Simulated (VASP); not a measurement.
Here is the system:

```xyz
6
Lattice="4.6780 0.0000 0.0000 0.0000 4.6780 0.0000 0.0000 0.0000 3.0832" Properties=species:S:1:pos:R:3 pbc="T T T"
Mg     0.0000     0.0000     0.0000
Mg     2.3390     2.3390     1.5416
F      1.4187     1.4187     0.0000
F      3.7577     0.9203     1.5416
F      0.9203     3.7577     1.5416
F      3.2593     3.2593     0.0000
```

Calculation: PBE GGA, VASP's PBE PAW potentials (set 64) (plane waves; VASP 6.6.1). Numerical set-up: 620 eV cut-off, 5×5×7 Γ-centred mesh, Gaussian smearing of 0.050 eV, potentials Mg F.

Question: Predict the energy per atom (σ→0), band gap (on the k-mesh) with the smallest direct gap where there is one.

Answer: 
```
Property                                     Result
-----------------------------------  --------------
band gap (on the k-mesh)                    6.87 eV
smallest direct gap (on the k-mesh)         6.87 eV
energy per atom (σ→0)                -5259 meV/atom
```

The compound is MgF2 in the rutile structure. It was relaxed first.
